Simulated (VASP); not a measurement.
The input files of a VASP run:

**INCAR**
```
# general
SYSTEM  = BaTe
PREC    = Accurate
ENCUT   = 400
LREAL   = .False.
LASPH   = .True.

# electronic loop
EDIFF   = 1E-6
NELM    = 100   # most electronic steps
ALGO    = Normal   # blocked Davidson
LMAXMIX = 4   # l cut-off of mixed one-centre charges
LMIXTAU = .True.

# smearing
ISMEAR  = 0   # Gaussian
SIGMA   = 0.05

# functional
METAGGA = R2SCAN

# ions
IBRION  = 2
NSW     = 60
ISIF    = 3   # ions, shape and volume
EDIFFG  = -0.01

# output
LWAVE   = .False.
LCHARG  = .False.
```

KPOINTS:
```
Automatic mesh
0
Gamma
6 6 6
0 0 0
```

**POSCAR**
```
BaTe
1
    0.0000000000     3.5429421438     3.5429421438
    3.5429421438     0.0000000000     3.5429421438
    3.5429421438     3.5429421438    -0.0000000000
Ba Te
1 1
Direct
  0.0000000000   0.0000000000   0.0000000000
  0.5000000000   0.5000000000   0.5000000000
```

POTCAR, in this order: Ba_sv Te (PBE.64 set). Program: vasp_std.

Task: Write an equivalent input for Ansatz.

Result: One equivalent input (not run):
Ansatz 0.2 input:
```yaml
crystal:
  lattice:
    - [0.0000000, 3.5429421, 3.5429421]
    - [3.5429421, 0.0000000, 3.5429421]
    - [3.5429421, 3.5429421, 0.0000000]
  atoms:
    - { symbol: Ba, position: [0.0000000, 0.0000000, 0.0000000] }
    - { symbol: Te, position: [0.5000000, 0.5000000, 0.5000000] }
kpoints:
  mp_grid: { grid: [6, 6, 6] }
hamiltonian:
  xc: r2scan
  pseudopotentials: { kind: paw }
scf:
  occupations: { method: gaussian, width: 0.05 }
  max_iter: 100
relax:
  max_steps: 60
  f_tol: 0.01
  cell: {}
output: { forces: true, stress: true, eigenvalues: true }
```
The two are equivalent in intent, not identical: each code has its own PAW files, so the cut-off isn't converted (ENCUT is set for VASP's; basis.ecutwfc is left out, and Ansatz then takes the one that its files recommend); Ansatz stops its SCF on the density residual and VASP on the energy change (EDIFF).

The compound is BaTe in the rock salt structure. It was relaxed first. The start is the result of an earlier pass.
